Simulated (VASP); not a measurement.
Output of a VASP run:

**OSZICAR**
```
       N       E                     dE             d eps       ncg     rms          rms(c)
DAV:   1     0.315590953710E+03    0.31559E+03   -0.16721E+04  4614   0.159E+03
DAV:   2    -0.127560224700E+02   -0.32835E+03   -0.32518E+03  5142   0.452E+02
DAV:   3    -0.210138341009E+02   -0.82578E+01   -0.80747E+01  5685   0.822E+01
DAV:   4    -0.211086774716E+02   -0.94843E-01   -0.93327E-01  5029   0.818E+00
DAV:   5    -0.211095154302E+02   -0.83796E-03   -0.83781E-03  5236   0.772E-01    0.204E+01
DAV:   6    -0.197688724407E+02    0.13406E+01   -0.36302E+00  4915   0.183E+01    0.548E+00
DAV:   7    -0.196487715719E+02    0.12010E+00   -0.51939E-01  5312   0.620E+00    0.765E-01
DAV:   8    -0.196418741520E+02    0.68974E-02   -0.85326E-03  4745   0.984E-01    0.232E-01
DAV:   9    -0.196419082032E+02   -0.34051E-04   -0.64300E-04  5446   0.234E-01    0.235E-02
DAV:  10    -0.196419073187E+02    0.88448E-06   -0.21422E-05  4887   0.393E-02    0.967E-03
DAV:  11    -0.196419067310E+02    0.58771E-06   -0.25355E-06  4801   0.169E-02    0.340E-03
DAV:  12    -0.196419057581E+02    0.97289E-06   -0.23770E-07  3947   0.409E-03    0.665E-04
DAV:  13    -0.196419056696E+02    0.88439E-07   -0.21329E-08  2325   0.106E-03
   1 F= -.19641906E+02 E0= -.19642333E+02  d E =-.196419E+02
       N       E                     dE             d eps       ncg     rms          rms(c)
DAV:   1    -0.196464441672E+02   -0.45384E-02   -0.20493E-01  4598   0.389E+00    0.386E-01
DAV:   2    -0.196428593527E+02    0.35848E-02   -0.61437E-03  5079   0.669E-01    0.163E-01
DAV:   3    -0.196421038597E+02    0.75549E-03   -0.27183E-03  5611   0.359E-01    0.228E-02
DAV:   4    -0.196421081910E+02   -0.43314E-05   -0.51786E-05  4667   0.743E-02    0.668E-03
DAV:   5    -0.196421078829E+02    0.30814E-06   -0.25680E-06  5192   0.102E-02    0.235E-03
DAV:   6    -0.196421079946E+02   -0.11176E-06   -0.22017E-07  3418   0.345E-03    0.700E-04
DAV:   7    -0.196421079900E+02    0.46434E-08   -0.12944E-08  2300   0.920E-04
   2 F= -.19642108E+02 E0= -.19642601E+02  d E =-.202320E-03
       N       E                     dE             d eps       ncg     rms          rms(c)
DAV:   1    -0.196424373898E+02   -0.32940E-03   -0.14231E-02  4598   0.103E+00    0.101E-01
DAV:   2    -0.196421904048E+02    0.24698E-03   -0.42501E-04  5033   0.175E-01    0.433E-02
DAV:   3    -0.196421369179E+02    0.53487E-04   -0.19530E-04  5569   0.955E-02    0.607E-03
DAV:   4    -0.196421373240E+02   -0.40605E-06   -0.39897E-06  4661   0.205E-02    0.195E-03
DAV:   5    -0.196421372530E+02    0.70942E-07   -0.23023E-07  3472   0.318E-03
   3 F= -.19642137E+02 E0= -.19642616E+02  d E =-.231583E-03
```

### OUTCAR
```
------------------------ aborting loop because EDIFF is reached ----------------------------------------
  FORCE on cell =-STRESS in cart. coord.  units (eV):
  Direction    XX          YY          ZZ          XY          YZ          ZX
  --------------------------------------------------------------------------------------
  Total       -2.8619657     -2.8619666     -2.8597347     -0.0000000      0.0000000      0.0000000
  in kB     -148.7920829   -148.7921279   -148.6760899     -0.0000000      0.0000000      0.0000000
  external PRESSURE =    -148.7534335 kB  Pullay stress =       0.0000000 kB
  volume of cell :       30.82
      direct lattice vectors                 reciprocal lattice vectors
     1.407127394 -2.437216507  0.000000000     0.355333854 -0.205152065  0.000000000
     1.407127394  2.437216507  0.000000000     0.355333854  0.205152065  0.000000000
     0.000000000  0.000000000  4.493012906     0.000000000  0.000000000  0.222567800
 POSITION                                       TOTAL-FORCE (eV/Angst)
 -----------------------------------------------------------------------------------
      1.40713      0.81241      1.12325        -0.000000     -0.000000      0.000000
      1.40713     -0.81241      3.36976         0.000000      0.000000      0.000000
 -----------------------------------------------------------------------------------
    total drift:                               -0.000034      0.000651     -0.000044
  FREE ENERGIE OF THE ION-ELECTRON SYSTEM (eV)
  ---------------------------------------------------
  free  energy   TOTEN  =       -19.6421372530 eV

  energy  without entropy=      -19.6435731772  energy(sigma->0) =      -19.64261589

 reached required accuracy - stopping structural energy minimisation
```
(Selected blocks of OUTCAR.)

File POSCAR:
```
Tc
1
    1.4054765414    -2.4343571872     0.0000000000
    1.4054765414     2.4343571872     0.0000000000
    0.0000000000     0.0000000000     4.5035738840
Tc
2
Direct
  0.3333330000   0.6666670000   0.2500000000
  0.6666670000   0.3333330000   0.7500000000
```

Task: Write an INCAR and KPOINTS that could have produced this output.

Result: This is not unique; one that fits is the input of the run itself, revPBE GGA, plane waves, VASP's PBE PAW potentials (set 64).

**INCAR**
```
ALGO=Normal
EDIFF=1E-7
EDIFFG=-0.01
ENCUT=520
GGA=RE
IBRION=2
ISIF=4
ISMEAR=1
LASPH=.True.
LCHARG=.False.
LMAXMIX=4
LREAL=.False.
LWAVE=.False.
NELM=100
NSW=30
PREC=Accurate
SIGMA=0.1
SYSTEM=Tc
```

KPOINTS:
```
Automatic mesh
0
Gamma
15 15 8
0 0 0
```

POTCAR, in this order: Tc_pv (PBE.64 set). Program: vasp_std.

The compound is Tc in the hcp structure. This cell is one point of a volume scan, at 1.06 of the reference volume. Symmetry was kept, so distortions that lower it aren't found.
